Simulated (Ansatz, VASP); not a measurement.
# Cross-check of InAs between VASP and Ansatz, part 2 of 2

Aim: how closely do two programs agree when they are given the same cell, functional and k mesh? The structure shown comes from an earlier Ansatz run, which isn't shown and may have moved the atoms alone.

VASP 6.6.1 and Ansatz 0.2.0.

So far: The starting structure; Ansatz: elastic constants, PBEsol.

### Step 3. VASP: elastic constants, PBEsol

Level of this step: PBEsol; plane waves and PAW (In_d, As) (VASP).

The same cell, functional, mesh and smearing now go to VASP, with its own data sets.

Lines of VASP's logs that name or quote its potential files are left out, and so is its time.

File INCAR:

```
SYSTEM = InAs
PREC = Accurate
ENCUT = 500
EDIFF = 1E-08
NELM = 120
ISMEAR = 1
SIGMA = 0.25
LREAL = .FALSE.
ALGO = Normal
GGA = PS
NBANDS = 15
LORBIT = 11
LWAVE = .FALSE.
LCHARG = .FALSE.
ISIF = 3
IBRION = 6
NFREE = 2
POTIM = 0.015
NSW = 1
LASPH = .TRUE.
GGA_COMPAT = .FALSE.
```

File POSCAR:

```
InAs
1.0
    0.0000000000      3.0533924592      3.0533924592
    3.0533924592      0.0000000000      3.0533924592
    3.0533924592      3.0533924592      0.0000000000
In As
1 1
Direct
    0.0000000000      0.0000000000      0.0000000000
    0.2500000000      0.2500000000      0.2500000000
```

File KPOINTS:

```
Automatic mesh
0
Gamma
4 4 4
0 0 0
```

Potentials, in the order of the species: In_d and As (PBE family, release 64).

The run is started by

```bash
mpirun -np 1 vasp_std
```

Numbers of over 12 decimals in the logs are rounded to 6 here.

Output:

```text
[banner, memory and clock lines left out]
running    1 mpi-ranks, on    1 nodes
 distrk:  each k-point on    1 cores,    1 groups
 distr:  one band on    1 cores,    1 groups

 POSCAR found type information on POSCAR InAs
 POSCAR found :  2 types and       2 ions
|                                                                             |
|               ----> ADVICE to this user running VASP <----                  |
|                                                                             |
|     You enforced a specific xc type in the INCAR file but a different       |
|     [... a line on the potential file left out ...]
|     I HOPE YOU KNOW WHAT YOU ARE DOING!                                     |
|                                                                             |

 LDA part: xc-table for (Slater+PW92), standard interpolation
 POSCAR, INCAR and KPOINTS ok, starting setup
 FFT: planning ... GRIDC
 FFT: planning ... GRID_SOFT
 FFT: planning ... GRID
 WAVECAR not read
 entering main loop
       N       E                     dE             d eps       ncg     rms          rms(c)
DAV:   1     0.115463734649E+03    0.11546E+03   -0.80817E+03   240   0.130E+03
DAV:   2    -0.333255988423E+00   -0.11580E+03   -0.11125E+03   247   0.304E+02
DAV:   3    -0.844442576495E+01   -0.81112E+01   -0.80651E+01   324   0.798E+01
DAV:   4    -0.865920639253E+01   -0.21478E+00   -0.21471E+00   279   0.142E+01
DAV:   5    -0.866733904445E+01   -0.81327E-02   -0.81321E-02   384   0.229E+00    0.430E+00
DAV:   6    -0.838811685631E+01    0.27922E+00   -0.42276E-01   369   0.120E+01    0.235E+00
DAV:   7    -0.835518065107E+01    0.32936E-01   -0.11941E-01   356   0.336E+00    0.683E-01
DAV:   8    -0.835394522612E+01    0.12354E-02   -0.13394E-02   303   0.138E+00    0.196E-01
DAV:   9    -0.835430989370E+01   -0.36467E-03   -0.92887E-04   303   0.277E-01    0.108E-01
DAV:  10    -0.835440525828E+01   -0.95365E-04   -0.13694E-04   305   0.174E-01    0.605E-02
DAV:  11    -0.835443288881E+01   -0.27631E-04   -0.65663E-05   261   0.105E-01    0.379E-02
DAV:  12    -0.835443292892E+01   -0.40106E-07   -0.49090E-06   304   0.232E-02    0.668E-03
DAV:  13    -0.835443303867E+01   -0.10975E-06   -0.12840E-06   296   0.641E-03    0.337E-03
DAV:  14    -0.835443302523E+01    0.13436E-07   -0.79965E-08   318   0.261E-03    0.994E-04
DAV:  15    -0.835443307017E+01   -0.44939E-07   -0.41581E-09   211   0.707E-04    0.577E-04
DAV:  16    -0.835443309479E+01   -0.24618E-07   -0.13043E-09   218   0.507E-04    0.183E-04
DAV:  17    -0.835443309628E+01   -0.14900E-08   -0.74721E-10   176   0.231E-04
   1 F= -.83544331E+01 E0= -.83536869E+01  d E =-.223871E-02
[... from here on, the cycles between the ionic steps are left out ...]
   2 F= -.83519448E+01 E0= -.83512871E+01  d E =-.197333E-02
   9 F= -.83523585E+01 E0= -.83516272E+01  d E =-.219402E-02
  10 F= -.83523590E+01 E0= -.83516277E+01  d E =-.219405E-02
  11 F= -.83523585E+01 E0= -.83516272E+01  d E =-.219403E-02
  12 F= -.83523591E+01 E0= -.83516277E+01  d E =-.219405E-02
  13 F= -.83523585E+01 E0= -.83516272E+01  d E =-.219402E-02
  14 F= -.83536877E+01 E0= -.83529752E+01  d E =-.213755E-02
  15 F= -.83536877E+01 E0= -.83529752E+01  d E =-.213764E-02
  16 F= -.83536872E+01 E0= -.83529747E+01  d E =-.213752E-02
 Finite differences progress:
  Degree of freedom:   8/  8
  Displacement:        1/  2
  Total:              15/ 16
 bond charge predicted
       N       E                     dE             d eps       ncg     rms          rms(c)
DAV:   1    -0.835275133415E+01    0.93587E-03   -0.31198E-01   540   0.239E+00    0.192E-01
DAV:   2    -0.835376275675E+01   -0.10114E-02   -0.12286E-02   743   0.722E-01    0.606E-02
DAV:   3    -0.835369371927E+01    0.69037E-04   -0.15468E-04   611   0.130E-01    0.242E-02
DAV:   4    -0.835368682105E+01    0.68982E-05   -0.37330E-05   887   0.591E-02    0.957E-03
DAV:   5    -0.835368712186E+01   -0.30081E-06   -0.35804E-06   631   0.150E-02    0.309E-03
DAV:   6    -0.835368719585E+01   -0.73996E-07   -0.26082E-07   751   0.352E-03    0.109E-03
DAV:   7    -0.835368720432E+01   -0.84685E-08   -0.20273E-08   601   0.195E-03
  17 F= -.83536872E+01 E0= -.83529747E+01  d E =-.213758E-02
 Finite differences progress:
  Degree of freedom:   8/  8
  Displacement:        2/  2
  Total:              16/ 16
```

Parts of OUTCAR (step 3):

```text
ion  position               nearest neighbor table
   1  0.000  0.000  0.000-   2 2.64   2 2.64   2 2.64   2 2.64
   2  0.250  0.250  0.250-   1 2.64   1 2.64   1 2.64   1 2.64

  LATTYP: Found a face centered cubic cell.
 ALAT       =     6.1067849184

 Subroutine GETGRP returns: Found 24 space group operations
 (whereof 24 operations were pure point group operations)

The static configuration has the point symmetry T_d .

 Found      8 irreducible k-points:

   k-points           NKPTS =      8   k-points in BZ     NKDIM =      8   number of bands    NBANDS=     15

   dimension x,y,z NGX =    32 NGY =   32 NGZ =   32
   dimension x,y,z NGXF=    64 NGYF=   64 NGZF=   64

   ENCUT  =  500.0 eV  36.75 Ry    6.06 a.u.   7.87  7.87  7.87*2*pi/ulx,y,z

   NELECT =      18.0000    total number of electrons

 k-points in reciprocal lattice and weights: Automatic mesh
   0.00000000  0.00000000  0.00000000       0.016
   0.25000000  0.00000000  0.00000000       0.125
   0.50000000  0.00000000  0.00000000       0.062
   0.25000000  0.25000000  0.00000000       0.094
   0.50000000  0.25000000  0.00000000       0.375
  -0.25000000  0.25000000  0.00000000       0.188
   0.50000000  0.50000000  0.00000000       0.047
  -0.25000000  0.50000000  0.25000000       0.094

 average (electrostatic) potential at core
       1 -96.6850       2 -49.6721

 E-fermi :   4.1697

 k-point     1 :       0.0000    0.0000    0.0000
  band No.  band energies     occupation
    ...
      6      -7.5798      2.00000
      7       3.6763      2.01740
      8       4.0940      1.48744
      9       4.1232      1.30909
     10       4.1507      1.12841
     11       7.9126     -0.00000
     12       7.9336     -0.00000
     13       7.9562     -0.00000
     14      11.3269      0.00000
     15      13.6847      0.00000

 k-point     2 :       0.2500    0.0000    0.0000
  band No.  band energies     occupation
    ...
      5     -10.0768      2.00000
      6      -7.0012      2.00000
      7       0.4027      2.00000
      8       3.5503      2.00256
      9       3.5927      2.00523
     10       5.2173     -0.00000
     11       8.6080     -0.00000
     12       8.6656     -0.00000
     13       9.1019     -0.00000
     14      12.2578      0.00000
    ...

 k-point     3 :       0.5000    0.0000    0.0000
  band No.  band energies     occupation
    ...
      5     -10.0703      2.00000
      6      -6.1735      2.00000
      7      -1.5909      2.00000
      8       3.1395      2.00000
      9       3.1867      2.00000
     10       4.9315     -0.00014
     11       8.6687     -0.00000
     12       8.7437     -0.00000
     13      10.7882      0.00000
     14      12.8643      0.00000
    ...

  Total        0.0338337      0.0358960      0.0358960      0.0000000      0.1127926      0.0000000
  in kB        0.9520986      1.0101323      1.0101323      0.0000000      3.1740474      0.0000000
  external PRESSURE =       0.9907878 kB  Pullay stress =       0.0000000 kB

  energy-cutoff  :      500.00
  volume of cell :       56.93
      direct lattice vectors                 reciprocal lattice vectors
     0.000000000  3.053392459  3.053392459    -0.163752288  0.163752288  0.163752288
     3.053392459  0.000000000  3.053392459     0.163752288 -0.163752288  0.163752288
     3.053392459  3.053392459  0.000000000     0.163752288  0.163752288 -0.163752288

 POSITION                                       TOTAL-FORCE (eV/Angst)
 -----------------------------------------------------------------------------------
      0.00000      0.00000      0.00000        -0.099563      0.000000      0.000000
      1.51170      1.52670      1.52670         0.099563     -0.000000     -0.000000
 -----------------------------------------------------------------------------------
    total drift:                               -0.000080      0.000000      0.000000

  FREE ENERGIE OF THE ION-ELECTRON SYSTEM (eV)
  ---------------------------------------------------
  free  energy   TOTEN  =        -8.3536872043 eV

  energy  without entropy=       -8.3515496201  energy(sigma->0) =       -8.35297468

  SYMMETRIZED ELASTIC MODULI (kBar)
 Direction    XX          YY          ZZ          XY          YZ          ZX
 --------------------------------------------------------------------------------
 XX         751.3951    452.6538    452.6538     -0.0000      0.0000      0.0000
 YY         452.6538    751.3951    452.6538     -0.0000      0.0000     -0.0000
 ZZ         452.6538    452.6538    751.3951      0.0000     -0.0000      0.0000
 XY          -0.0000     -0.0000      0.0000    520.2647      0.0000      0.0000
 YZ           0.0000      0.0000     -0.0000      0.0000    520.2647      0.0000
 ZX           0.0000     -0.0000      0.0000      0.0000      0.0000    520.2647
 --------------------------------------------------------------------------------

 Eigenvectors and eigenvalues of the dynamical matrix
 ----------------------------------------------------

   1 f  =    5.980978 THz    37.579592 2PiTHz  199.503946 cm-1    24.735326 meV
             X         Y         Z           dx          dy          dz
      0.000000  0.000000  0.000000     0.628417   -0.000000    0.000000
      1.526696  1.526696  1.526696    -0.777876   -0.000000    0.000000

   2 f  =    5.980978 THz    37.579592 2PiTHz  199.503946 cm-1    24.735326 meV
             X         Y         Z           dx          dy          dz
      0.000000  0.000000  0.000000    -0.000000    0.628417   -0.000000
      1.526696  1.526696  1.526696     0.000000   -0.777876   -0.000000

   3 f  =    5.980978 THz    37.579592 2PiTHz  199.503946 cm-1    24.735326 meV
             X         Y         Z           dx          dy          dz
      0.000000  0.000000  0.000000     0.000000    0.000000   -0.628417
      1.526696  1.526696  1.526696     0.000000    0.000000    0.777876

   4 f/i=    0.000280 THz     0.001760 2PiTHz    0.009346 cm-1     0.001159 meV
             X         Y         Z           dx          dy          dz
      0.000000  0.000000  0.000000    -0.252857    0.437766    0.591199
      1.526696  1.526696  1.526696    -0.204274    0.353655    0.477607

   5 f/i=    0.000280 THz     0.001760 2PiTHz    0.009346 cm-1     0.001159 meV
             X         Y         Z           dx          dy          dz
      0.000000  0.000000  0.000000     0.049743   -0.613543    0.475586
      1.526696  1.526696  1.526696     0.040185   -0.495659    0.384208

   6 f/i=    0.000280 THz     0.001760 2PiTHz    0.009346 cm-1     0.001159 meV
             X         Y         Z           dx          dy          dz
      0.000000  0.000000  0.000000    -0.733949   -0.192400   -0.171445
      1.526696  1.526696  1.526696    -0.592930   -0.155433   -0.138504

 ELASTIC MODULI CONTR FROM IONIC RELAXATION (kBar)
 Direction    XX          YY          ZZ          XY          YZ          ZX
 --------------------------------------------------------------------------------
 XX          -0.0000      0.0000      0.0000      0.0000     -0.0000     -0.0000
 YY           0.0000     -0.0000      0.0000      0.0000      0.0000      0.0000
 ZZ           0.0000      0.0000     -0.0000     -0.0000      0.0000     -0.0000
 XY           0.0000      0.0000     -0.0000   -239.7788      0.0000      0.0000
 YZ          -0.0000      0.0000      0.0000      0.0000   -239.7788      0.0000
 ZX          -0.0000      0.0000     -0.0000      0.0000      0.0000   -239.7788
 --------------------------------------------------------------------------------

 TOTAL ELASTIC MODULI (kBar)
 Direction    XX          YY          ZZ          XY          YZ          ZX
 --------------------------------------------------------------------------------
 XX         751.3951    452.6538    452.6538      0.0000     -0.0000     -0.0000
 YY         452.6538    751.3951    452.6538      0.0000      0.0000      0.0000
 ZZ         452.6538    452.6538    751.3951     -0.0000      0.0000     -0.0000
 XY           0.0000      0.0000     -0.0000    280.4859      0.0000      0.0000
 YZ          -0.0000      0.0000      0.0000      0.0000    280.4859      0.0000
 ZX          -0.0000      0.0000     -0.0000      0.0000      0.0000    280.4859
 --------------------------------------------------------------------------------

 total charge
# of ion       s       p       d       tot
------------------------------------------
    1        0.842   0.714   9.886  11.441
    2        1.221   1.557   0.020   2.798
--------------------------------------------------
tot          2.063   2.271   9.906  14.239

[... 3 further parts left out ...]
```

CONTCAR:

```
InAs
   1.00000000000000
     0.0000000000000000    3.0533924591999999    3.0533924591999999
     3.0533924591999999    0.0000000000000000    3.0533924591999999
     3.0533924591999999    3.0533924591999999    0.0000000000000000
  In              As
     1     1
Direct
     0.0000000000000000    0.0000000000000000    0.0000000000000000
     0.2524562843133388    0.2475437156866612    0.2475437156866612
```

The last energy, forces, stress and levels in OUTCAR belong to the last displaced cell, not to the cell of POSCAR. The k-mesh is coarse for a metal.

Levels, forces or a CONTCAR printed for this step are those of its last displaced cell, not of the structure at rest.

### Step 4. Differences

Known differences besides the potentials themselves: the data sets hold 28 valence electrons in Ansatz (on its default PAW (the set named soft_2) files) and 18 in VASP; the cutoff is 420 eV in Ansatz and 500 eV in VASP; Ansatz makes its cores anew for this functional, VASP keeps those of its PBE data sets; VASP takes each elastic constant from one size of strain, Ansatz from those that its log lists. Total energies have different zeros and are not compared.

The two programs side by side:

| quantity | Ansatz | VASP | difference |
| --- | --- | --- | --- |
| C11 (GPa) | 74.9 | 75.1 | -0.26 % |
| C22 (GPa) | 74.9 | 75.1 | -0.26 % |
| C33 (GPa) | 74.9 | 75.1 | -0.26 % |
| C12 (GPa) | 44.9 | 45.3 | -0.82 % |
| C13 (GPa) | 44.9 | 45.3 | -0.82 % |
| C23 (GPa) | 44.9 | 45.3 | -0.82 % |
| C44 (GPa) | 28.1 | 28.1 | +0.31 % |
| C55 (GPa) | 28.1 | 28.1 | +0.31 % |
| C66 (GPa) | 28.1 | 28.1 | +0.31 % |

### Step 5. Outcome

* difference in C12 (elastic constants, PBEsol): -0.82 %

The difference in C12 is -0.82 % (elastic constants, PBEsol), within the 5 % picked in this series as the mark of a large difference. The data sets hold unlike numbers of valence electrons (28 in Ansatz and 18 in VASP), so part of the differences comes from the potentials. Such differences can come from data sets, numerical settings and the points named under the comparisons, not from the functional's error against experiment.

[Lines on the potential files, build, host, timing and source positions are cut from VASP's logs without a mark.]

[Logs are printed without paths, hosts, clocks, repeated set-up lines and the standing remarks that a program may print on its own settings, such as how far it seeks lower states.]

[Hosts, paths, dates, database ids (printed as entryN), source tags and the programs' standing remarks are cut or masked in the printed files.]
